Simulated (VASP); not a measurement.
A run of VASP 6.6.1:

The input INCAR:

```
  PREC = Accurate
  ENCUT = 600
  EDIFF = 1E-7
  ISMEAR = 1
  SIGMA = 0.1
  LREAL = False
  LASPH = True
  NELM = 60
  ALGO = Normal
  ISIF = 3
  LWAVE = False
  LCHARG = False
  GGA = PE
  IBRION = 2
  NSW = 60
  EDIFFG = -0.01
```

File KPOINTS:

```
regular mesh
0
Gamma
  6 6 6
```

POSCAR

```
ZnGa3Bi
1.0
    4.7113867100      0.0000000000      0.0000000000
    0.0000000000      4.7113867100      0.0000000000
    0.0000000000      0.0000000000      4.7113867100
Zn Ga Bi
1 3 1
Direct
    0.5000000000      0.5000000000      0.5000000000
    0.5000000000      0.5000000000      0.0000000000
    0.0000000000      0.5000000000      0.5000000000
    0.5000000000      0.0000000000      0.5000000000
    0.0000000000      0.0000000000      0.0000000000
```

Potentials or basis: VASP PAW PBE potentials, release 64 (Zn, Ga_d, Bi_d).

Run with:

```bash
$ cat potpaw_PBE.64/Zn/POTCAR potpaw_PBE.64/Ga_d/POTCAR potpaw_PBE.64/Bi_d/POTCAR > POTCAR
$ mpirun -np 1 vasp_std > vasp.out
```

Hardware: 1 thread of AMD EPYC 7R43 64-Core Processor (Zen 3) (shared host).

How long does it take, and how much memory?

Wall time 5.2 min on 1 thread of AMD EPYC 7R43 64-Core Processor (Zen 3) (shared host), peak memory 0.27 GiB. Counts: scf iterations 37, k points 20, ion steps 3.
